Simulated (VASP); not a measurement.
Level of theory: PBE GGA, VASP's PBE PAW potentials (set 64) (plane waves; VASP).

VASP ran on this input.

### POSCAR
```
MgB2
3.0513130
  0.5000000925  -0.8660254038   0.0000000000
  0.5000000925   0.8660254038   0.0000000000
  0.0000000000   0.0000000000   1.1365921218
Mg B
1 2
Cartesian
  1.0000001850   0.0000000000   0.0000000000
  0.5000000925   0.2886757119   0.5682960609
  0.5000000925  -0.2886757119   0.5682960609
```

**INCAR**
```
SYSTEM = MgB2
PREC = Accurate
ENCUT = 600
EDIFF = 1E-7
NELM = 100
ALGO = Normal
LREAL = .FALSE.
LASPH = .TRUE.
ISMEAR = 1
SIGMA = 0.1
GGA = PE
LWAVE = .FALSE.
LCHARG = .FALSE.
ISIF = 2
```

**KPOINTS**
```
kpoints
0
G
  10 10 8
```

POTCAR, in this order: Mg B (PBE.64 set). Program: vasp_std.

Output

**OSZICAR**
```
       N       E                     dE             d eps       ncg     rms          rms(c)
DAV:   1     0.978779125860E+01    0.97878E+01   -0.43984E+03  1192   0.956E+02
DAV:   2    -0.167162333278E+02   -0.26504E+02   -0.25457E+02  1704   0.121E+02
DAV:   3    -0.170478710259E+02   -0.33164E+00   -0.33173E+00  1344   0.163E+01
DAV:   4    -0.170483987350E+02   -0.52771E-03   -0.52770E-03  1840   0.629E-01
DAV:   5    -0.170483991600E+02   -0.42507E-06   -0.42487E-06  1360   0.961E-03    0.536E+00
DAV:   6    -0.155861939395E+02    0.14622E+01   -0.23981E+00  1216   0.866E+00    0.261E+00
DAV:   7    -0.153165731433E+02    0.26962E+00   -0.13161E+00  1336   0.627E+00    0.759E-01
DAV:   8    -0.153158233964E+02    0.74975E-03   -0.75529E-02  1192   0.192E+00    0.311E-01
DAV:   9    -0.153113825698E+02    0.44408E-02   -0.13731E-02  1248   0.667E-01    0.565E-02
DAV:  10    -0.153113423216E+02    0.40248E-04   -0.12937E-03  1504   0.225E-01    0.274E-02
DAV:  11    -0.153113104058E+02    0.31916E-04   -0.15172E-04  1232   0.791E-02    0.191E-03
DAV:  12    -0.153113105574E+02   -0.15162E-06   -0.14376E-06  1632   0.112E-02    0.651E-04
DAV:  13    -0.153113105737E+02   -0.16291E-07   -0.13965E-08  1088   0.104E-03
   1 F= -.15311311E+02 E0= -.15311434E+02  d E =0.371005E-03
```

### OUTCAR
```
------------------------ aborting loop because EDIFF is reached ----------------------------------------
  FORCE on cell =-STRESS in cart. coord.  units (eV):
  Direction    XX          YY          ZZ          XY          YZ          ZX
  --------------------------------------------------------------------------------------
  Total        0.9084517      0.9084514      0.6308027      0.0000000     -0.0000000      0.0000000
  in kB       52.0495279     52.0495086     36.1416946      0.0000000     -0.0000000      0.0000000
  external PRESSURE =      46.7469103 kB  Pullay stress =       0.0000000 kB
  volume of cell :       27.96
      direct lattice vectors                 reciprocal lattice vectors
     1.525656782 -2.642514573  0.000000000     0.327727708 -0.189213715  0.000000000
     1.525656782  2.642514573  0.000000000     0.327727708  0.189213715  0.000000000
     0.000000000  0.000000000  3.468098317     0.000000000  0.000000000  0.288342460
 POSITION                                       TOTAL-FORCE (eV/Angst)
 -----------------------------------------------------------------------------------
      0.00000      0.00000      0.00000         0.000000     -0.000000      0.000000
      1.52566      0.88084      1.73405         0.000000     -0.000000      0.000000
      1.52566     -0.88084      1.73405        -0.000000      0.000000      0.000000
 -----------------------------------------------------------------------------------
    total drift:                                0.000000     -0.000000      0.000000
  FREE ENERGIE OF THE ION-ELECTRON SYSTEM (eV)
  ---------------------------------------------------
  free  energy   TOTEN  =       -15.3113105737 eV

  energy  without entropy=      -15.3116815782  energy(sigma->0) =      -15.31143424
```
(Selected blocks of OUTCAR.)

OUTCAR:
```
 val. band max:        5.5567613632   @ k =   0.1000   0.0000   0.1250

 cond. band min:       5.6100597859   @ k =   0.3000   0.2000   0.0000


 Fermi energy:         5.5879848189

 k-point     1 :       0.0000    0.0000    0.0000
  band No.  band energies     occupation
      1      -7.0996      2.00000
      2       2.5739      2.00000
      3       5.9095     -0.00005
      4       5.9095     -0.00005
      5       7.3527     -0.00000
      6      11.9583      0.00000
      7      11.9584      0.00000
      8      13.9415      0.00000

 k-point     2 :       0.1000    0.0000    0.0000
  band No.  band energies     occupation
      1      -6.9225      2.00000
      2       2.7458      2.00000
      3       5.0419      2.00000
      4       5.5046      1.99645
      5       7.5055     -0.00000
      6      11.8456      0.00000
      7      12.7233      0.00000
      8      14.3122      0.00000

 k-point     3 :       0.2000    0.0000    0.0000
  band No.  band energies     occupation
      1      -6.3943      2.00000
      2       3.1527      2.00000
      3       3.2558      2.00000
      4       4.6991      2.00000
      5       7.9722      0.00000
      6      11.3473      0.00000
      7      13.5349      0.00000
      8      14.5857      0.00000

 k-point     4 :       0.3000    0.0000    0.0000
  band No.  band energies     occupation
      1      -5.5245      2.00000
      2       1.0449      2.00000
      3       3.9617      2.00000
      4       4.0775      2.00000
      5       8.6677      0.00000
      6      10.8553      0.00000
      7      11.5407      0.00000
      8      14.8003      0.00000

 k-point     5 :       0.4000    0.0000    0.0000
  band No.  band energies     occupation
      1      -4.3349      2.00000
      2      -0.9546      2.00000
      3       3.4785      2.00000
      4       5.1039      2.00000
      5       9.2928      0.00000
      6       9.6823      0.00000
      7      10.7905      0.00000
...
```

The compound is MgB2 in the AlB2 type structure. This cell was strained or had an atom moved on purpose.
